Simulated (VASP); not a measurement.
Set up this calculation in VASP 6.6.1, as the native input.

```yaml
Task: band structure
Functional: r2SCAN
Potentials_or_basis: VASP PAW PBE potentials, release 64 (Te, Nb_sv)
Cutoff: 520 eV
k_mesh: 8 × 8 × 7
Occupations: fermi-dirac, width 0.05 eV
Spin: no spin polarisation
Further_INCAR_settings: ALGO = Normal; EDIFF = 1e-07; NBANDS = 16
```

The structure of NbTe lies in POSCAR:

```
NbTe
1.0
    3.7029743866      0.0000000000      0.0000000000
   -1.8514871933      3.2068698884      0.0000000000
    0.0000000000      0.0000000000      3.6942110000
Te Nb
1 1
Direct
    0.6666666667      0.3333333333      0.0000000000
    0.0000000000      0.0000000000      0.5000000000
```

The cell comes from a database or a generator and needn't be the stable form of this composition.

One way to write it, as run:

INCAR

```
SYSTEM = NbTe
PREC = Accurate
ENCUT = 520
EDIFF = 1E-7
ISMEAR = -1
SIGMA = 0.05
LREAL = .FALSE.
LASPH = .TRUE.
NELM = 60
ALGO = Normal
ISIF = 2
LWAVE = .FALSE.
LCHARG = .FALSE.
LMAXMIX = 4
METAGGA = R2SCAN
LMIXTAU = .TRUE.
NBANDS = 16
```

KPOINTS

```
Automatic mesh
0
G
  8 8 7
  0 0 0
```

KPOINTS_OPT

```
path GMKGALHA,LM,KH
20
line-mode
reciprocal
 0.0000000000  0.0000000000  0.0000000000  G
 0.5000000000  0.0000000000  0.0000000000  M

 0.5000000000  0.0000000000  0.0000000000  M
 0.3333333333  0.3333333333  0.0000000000  K

 0.3333333333  0.3333333333  0.0000000000  K
 0.0000000000  0.0000000000  0.0000000000  G

 0.0000000000  0.0000000000  0.0000000000  G
 0.0000000000  0.0000000000  0.5000000000  A

 0.0000000000  0.0000000000  0.5000000000  A
 0.5000000000  0.0000000000  0.5000000000  L

 0.5000000000  0.0000000000  0.5000000000  L
 0.3333333333  0.3333333333  0.5000000000  H

 0.3333333333  0.3333333333  0.5000000000  H
 0.0000000000  0.0000000000  0.5000000000  A

 0.5000000000  0.0000000000  0.5000000000  L
 0.5000000000  0.0000000000  0.0000000000  M

 0.3333333333  0.3333333333  0.0000000000  K
 0.3333333333  0.3333333333  0.5000000000  H
```

Potentials or basis: VASP PAW PBE potentials, release 64 (Te, Nb_sv).

Command:

```console
$ cat potpaw_PBE.64/Te/POTCAR potpaw_PBE.64/Nb_sv/POTCAR > POTCAR
$ mpirun -np 1 vasp_std > vasp.out
```

Results of the run:

```json
{
 "Pressure": "-1.6 GPa",
 "Band gap along the path": "none (metal or under the smearing width)"
}
```

Caveat: the PAW data sets were made with another functional, which shifts forces and pressure a little; spin-orbit coupling is left out, which moves the levels of the heavy elements.

It took 3.1 min on 1 thread of Intel(R) Xeon(R) 6975P-C (Granite Rapids), with other jobs on the host, peak memory 0.2 GiB.
